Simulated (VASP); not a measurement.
Method: LDA (Ceperley-Alder, Perdew-Zunger), VASP's LDA PAW potentials (set 64) (plane waves; VASP 6.6.1).

VASP ran on this input.

File POSCAR:
```
CdF2
1
    0.0000000000     2.5194584290     2.5194584290
    2.5194584290     0.0000000000     2.5194584290
    2.5194584290     2.5194584290     0.0000000000
Cd F
1 2
Direct
  0.0000000000   0.0000000000   0.0000000000
  0.2500000000   0.2500000000   0.2500000000
  0.7500000000   0.7500000000   0.7500000000
```

KPOINTS:
```
kpoints
0
Gamma
  8 8 8
0 0 0
```

INCAR:
```
EDIFFG  =  -0.02   # ionic stop
EDIFF  =  1E-6   # SCF stop (eV)
LWAVE  =  .FALSE.
IBRION  =  2   # conjugate gradients
LASPH  =  .TRUE.   # aspherical one-centre terms
ISMEAR  =  0
NELM  =  100
NSW  =  40   # most ionic steps
PREC  =  Accurate
PSTRESS  =  450   # kbar
ENCUT  =  620   # plane-wave cut-off (eV)
ISIF  =  3   # ions, shape and volume
LREAL  =  .FALSE.   # projection in real space or not
SYSTEM  =  CdF2
ALGO  =  Normal
SIGMA  =  0.05
LMAXMIX  =  4   # l cut-off of mixed one-centre charges
LCHARG  =  .FALSE.
```

POTCAR, in this order: Cd F (LDA.64 set). Program: vasp_std.

The run wrote:

### OSZICAR
```
       N       E                     dE             d eps       ncg     rms          rms(c)
DAV:   1     0.225964236835E+03    0.22596E+03   -0.18118E+04  1010   0.185E+03
DAV:   2    -0.475200293051E+01   -0.23072E+03   -0.22365E+03  1071   0.426E+02
DAV:   3    -0.136687508947E+02   -0.89167E+01   -0.88999E+01  1105   0.944E+01
DAV:   4    -0.137130101702E+02   -0.44259E-01   -0.44252E-01  1121   0.650E+00
DAV:   5    -0.137131714947E+02   -0.16132E-03   -0.16132E-03  1107   0.355E-01    0.156E+01
DAV:   6    -0.122982589209E+02    0.14149E+01   -0.41601E+00  1311   0.364E+01    0.116E+01
DAV:   7    -0.123020152609E+02   -0.37563E-02   -0.59380E-01   996   0.879E+00    0.654E+00
DAV:   8    -0.122864644857E+02    0.15551E-01   -0.83857E-02   997   0.357E+00    0.494E-01
DAV:   9    -0.122817691089E+02    0.46954E-02   -0.21194E-02  1242   0.254E+00    0.106E-01
DAV:  10    -0.122819573891E+02   -0.18828E-03   -0.17257E-03   999   0.432E-01    0.530E-02
DAV:  11    -0.122819611147E+02   -0.37257E-05   -0.81060E-05  1040   0.101E-01    0.231E-02
DAV:  12    -0.122819632284E+02   -0.21137E-05   -0.25687E-05  1027   0.621E-02    0.127E-02
DAV:  13    -0.122819612327E+02    0.19957E-05   -0.50363E-06   926   0.349E-02    0.407E-03
DAV:  14    -0.122819611090E+02    0.12372E-06   -0.14521E-06   545   0.134E-02
   1 F= -.32982968E+01 E0= -.32982968E+01  d E =-.329830E+01
       N       E                     dE             d eps       ncg     rms          rms(c)
DAV:   1    -0.164403361314E+02   -0.41584E+01   -0.12301E+02   997   0.145E+02    0.206E+01
DAV:   2    -0.112473304944E+02    0.51930E+01   -0.15060E+01   994   0.416E+01    0.548E+00
DAV:   3    -0.108592947369E+02    0.38804E+00   -0.11046E+00   999   0.194E+01    0.357E+00
DAV:   4    -0.108136293021E+02    0.45665E-01   -0.98419E-02  1169   0.517E+00    0.225E+00
DAV:   5    -0.108050662982E+02    0.85630E-02   -0.27746E-02  1001   0.243E+00    0.284E-01
DAV:   6    -0.108045038438E+02    0.56245E-03   -0.15408E-03  1143   0.108E+00    0.112E-01
DAV:   7    -0.108045193378E+02   -0.15494E-04   -0.73759E-04  1152   0.570E-01    0.471E-02
DAV:   8    -0.108045155004E+02    0.38375E-05   -0.12770E-04   995   0.236E-01    0.726E-03
DAV:   9    -0.108045157823E+02   -0.28196E-06   -0.38016E-06   951   0.348E-02
   2 F= -.30659086E+01 E0= -.30659086E+01  d E =0.232388E+00
       N       E                     dE             d eps       ncg     rms          rms(c)
DAV:   1    -0.142699074254E+02   -0.34654E+01   -0.53556E+01  1000   0.973E+01    0.116E+01
DAV:   2    -0.121358854606E+02    0.21340E+01   -0.65221E+00   992   0.277E+01    0.482E+00
DAV:   3    -0.119495475396E+02    0.18634E+00   -0.42901E-01   993   0.136E+01    0.435E+00
DAV:   4    -0.119233335219E+02    0.26214E-01   -0.63483E-02  1142   0.435E+00    0.208E+00
DAV:   5    -0.119209150212E+02    0.24185E-02   -0.16319E-02   998   0.173E+00    0.163E-01
DAV:   6    -0.119207379894E+02    0.17703E-03   -0.43589E-04  1073   0.491E-01    0.103E-01
DAV:   7    -0.119207442104E+02   -0.62210E-05   -0.27029E-04  1020   0.333E-01    0.184E-02
DAV:   8    -0.119207456821E+02   -0.14718E-05   -0.35215E-05  1016   0.928E-02    0.319E-03
DAV:   9    -0.119207457226E+02   -0.40499E-07   -0.50542E-07   498   0.730E-03
   3 F= -.33778790E+01 E0= -.33778790E+01  d E =-.795823E-01
       N       E                     dE             d eps       ncg     rms          rms(c)
DAV:   1    -0.119080949379E+02    0.12651E-01   -0.13515E-02  1001   0.153E+00    0.190E-01
DAV:   2    -0.119075292640E+02    0.56567E-03   -0.17488E-03   993   0.446E-01    0.606E-02
DAV:   3    -0.119074839125E+02    0.45351E-04   -0.11518E-04   994   0.232E-01    0.532E-02
DAV:   4    -0.119074786332E+02    0.52794E-05   -0.15052E-05  1075   0.583E-02    0.316E-02
DAV:   5    -0.119074776018E+02    0.10314E-05   -0.40524E-06   993   0.288E-02    0.277E-03
DAV:   6    -0.119074774908E+02    0.11094E-06   -0.30315E-07   495   0.152E-02
   4 F= -.33779514E+01 E0= -.33779514E+01  d E =-.796547E-01
```

File OUTCAR:
```
------------------------ aborting loop because EDIFF is reached ----------------------------------------
  FORCE on cell =-STRESS in cart. coord.  units (eV):
  Direction    XX          YY          ZZ          XY          YZ          ZX
  --------------------------------------------------------------------------------------
  Total        8.5282483      8.5282483      8.5282483      0.0000000      0.0000000      0.0000000
  in kB      449.9325873    449.9325873    449.9325873      0.0000000      0.0000000      0.0000000
  external PRESSURE =      -0.0674127 kB  Pullay stress =     450.0000000 kB
  volume of cell :       30.37
      direct lattice vectors                 reciprocal lattice vectors
    -0.000000000  2.476268071  2.476268071    -0.201916750  0.201916750  0.201916750
     2.476268071  0.000000000  2.476268071     0.201916750 -0.201916750  0.201916750
     2.476268071  2.476268071 -0.000000000     0.201916750  0.201916750 -0.201916750
 POSITION                                       TOTAL-FORCE (eV/Angst)
 -----------------------------------------------------------------------------------
      2.47627      0.00000      2.47627         0.000000      0.000000     -0.000000
      1.23813      1.23813      1.23813        -0.000000     -0.000000     -0.000000
      3.71440      3.71440      3.71440         0.000000      0.000000      0.000000
 -----------------------------------------------------------------------------------
    total drift:                                0.000000     -0.000000      0.000000
  FREE ENERGIE OF THE ION-ELECTRON SYSTEM (eV)
  ---------------------------------------------------
  free  energy   TOTEN  =       -11.9074774908 eV

  energy  without entropy=      -11.9074774908  energy(sigma->0) =      -11.90747749
  enthalpy is  TOTEN    =        -3.3779514228 eV   P V=        8.5295260680

 reached required accuracy - stopping structural energy minimisation
```
(Selected blocks of OUTCAR.)

### CONTCAR
```
CdF2
   1.00000000000000
    -0.0000000000000000    2.4762680711775404    2.4762680711775404
     2.4762680711775404    0.0000000000000000    2.4762680711775404
     2.4762680711775404    2.4762680711775404   -0.0000000000000000
  Cd              F
     1     2
Direct
     0.0000000000000000    1.0000000000000000    0.0000000000000000
     0.2500000000000000    0.2500000000000000    0.2500000000000000
     0.7500000000000000    0.7500000000000000    0.7500000000000000
```

File OUTCAR:
```
 val. band max:        0.7621660806   @ k =  -0.2500   0.5000   0.2500

 cond. band min:       4.4790953346   @ k =   0.0000   0.0000   0.0000


 Fermi energy:         1.0521430991

 k-point     1 :       0.0000    0.0000    0.0000
  band No.  band energies     occupation
      1     -21.5884      2.00000
      2     -19.4344      2.00000
      3      -6.3533      2.00000
      4      -6.3533      2.00000
      5      -6.3533      2.00000
      6      -3.6504      2.00000
      7      -3.6504      2.00000
      8      -1.1224      2.00000
      9      -1.1224      2.00000
     10      -1.1224      2.00000
     11       0.7042      2.00000
     12       0.7042      2.00000
     13       0.7042      2.00000
     14       4.4791      0.00000
     15      14.0510      0.00000
     16      14.0510      0.00000
     17      14.0510      0.00000

 k-point     2 :       0.1250    0.0000    0.0000
  band No.  band energies     occupation
      1     -21.4930      2.00000
      2     -19.5319      2.00000
      3      -6.2519      2.00000
      4      -6.2519      2.00000
      5      -6.0625      2.00000
      6      -3.7249      2.00000
      7      -3.7249      2.00000
      8      -1.6555      2.00000
      9      -1.1754      2.00000
     10      -1.1754      2.00000
     11       0.4249      2.00000
     12       0.6471      2.00000
     13       0.6471      2.00000
     14       5.1604      0.00000
     15      13.3312      0.00000
     16      14.4076      0.00000
     17      14.4076      0.00000

 k-point     3 :       0.2500    0.0000    0.0000
  band No.  band energies     occupation
      1     -21.2348      2.00000
      2     -19.7842      2.00000
      3      -6.0065      2.00000
      4      -6.0065      2.00000
      5      -5.2743      2.00000
      6      -3.8206      2.00000
      7      -3.8206      2.00000
      8      -2.6168      2.00000
      9      -1.4612      2.00000
     10      -1.4612      2.00000
     11      -0.4474      2.00000
...
```

Energy and stress use the plane-wave basis of the starting cell.

The compound is CdF2 in the fluorite structure. This run relaxes it under an external pressure of 45 GPa. Symmetry was kept, so distortions that lower it aren't found.
